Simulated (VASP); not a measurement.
VASP input:

POSCAR:
```
CuCl
1.0
  0.0000000000   2.4034598086   2.4034598086
  2.4034598086   0.0000000000   2.4034598086
  2.4034598086   2.4034598086   0.0000000000
Cu Cl
1 1
Cartesian
  2.4034598086   0.0000000000   2.4034598086
  1.2017299043   1.2017299043   1.2017299043
```

**INCAR**
```
SYSTEM = CuCl
PREC = Accurate
ENCUT = 500
EDIFF = 1E-6
NELM = 100
ALGO = Normal
LREAL = .FALSE.
LASPH = .TRUE.
ISMEAR = 0
SIGMA = 0.05
GGA = PE
LMAXMIX = 4
LWAVE = .FALSE.
LCHARG = .FALSE.
IBRION = 2
ISIF = 3
NSW = 40
EDIFFG = -0.02
PSTRESS = 450
```

### KPOINTS
```
Automatic mesh
0
Gamma
  9 9 9
```

POTCAR, in this order: Cu Cl (PBE.64 set). Program: vasp_std.

Question: Translate this PBE calculation to Ansatz.

Answer: One equivalent input (not run):
Ansatz 0.2 input:
```yaml
crystal:
  lattice:
    - [0.0000000, 2.4034598, 2.4034598]
    - [2.4034598, 0.0000000, 2.4034598]
    - [2.4034598, 2.4034598, 0.0000000]
  atoms:
    - { symbol: Cu, position: [0.0000000, 1.0000000, 0.0000000] }
    - { symbol: Cl, position: [0.2500000, 0.2500000, 0.2500000] }
kpoints:
  mp_grid: { grid: [9, 9, 9] }
hamiltonian:
  xc: pbe
  pseudopotentials: { kind: paw }
scf:
  occupations: { method: gaussian, width: 0.05 }
  max_iter: 100
relax:
  max_steps: 40
  f_tol: 0.02
  cell: { p_target: 45 }
output: { forces: true, stress: true, eigenvalues: true }
```
Limits of the translation: each code has its own PAW files, so the cut-off isn't converted (ENCUT is set for VASP's; basis.ecutwfc is left out, and Ansatz then takes the one that its files recommend); Ansatz stops its SCF on the density residual and VASP on the energy change (EDIFF).

The compound is CuCl in the zinc blende structure. It was relaxed first under an external pressure of 45 GPa.
